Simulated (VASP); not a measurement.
Level of theory: r2SCAN meta-GGA, VASP's PBE PAW potentials (set 64) (plane waves; VASP 6.6.1).

The input files of a VASP run:

### INCAR
```
# general
SYSTEM  = Ir
PREC    = Accurate
ENCUT   = 520   # plane-wave cut-off (eV)
LREAL   = .False.   # projection in real space or not
LASPH   = .True.

# electronic loop
EDIFF   = 1E-7
NELM    = 100   # most electronic steps
ALGO    = Normal   # blocked Davidson
LMAXMIX = 6   # l cut-off of mixed one-centre charges
LMIXTAU = .True.

# smearing
ISMEAR  = 1   # Methfessel-Paxton
SIGMA   = 0.1

# functional
METAGGA = R2SCAN

# ions
ISIF    = 2   # forces and stress, cell fixed

# output
LWAVE   = .False.
LCHARG  = .False.
```

### POSCAR
```
Ir
1
    0.0000000000     1.9451079608     1.9451079608
    1.9451079608     0.0000000000     1.9451079608
    1.9451079608     1.9451079608     0.0000000000
Ir
1
Direct
  0.0000000000   0.0000000000   0.0000000000
```

### KPOINTS
```
Automatic mesh
0
Gamma
16 16 16
0 0 0
```

POTCAR, in this order: Ir (PBE.64 set). Program: vasp_std.

**Question.** What will the output report for the number of irreducible k-points (NKPTS), largest plane-wave count, number of space-group operations, FFT grid (NGX, NGY, NGZ)?

**Answer.** 
| Property | Value |
|---|---|
| number of irreducible k-points (NKPTS) | 145 |
| largest plane-wave count | 415 |
| number of space-group operations | 48 |
| FFT grid (NGX, NGY, NGZ) | 20 × 20 × 20 |

The compound is Ir in the fcc structure. This cell is one point of a volume scan, at 1.03 of the reference volume.
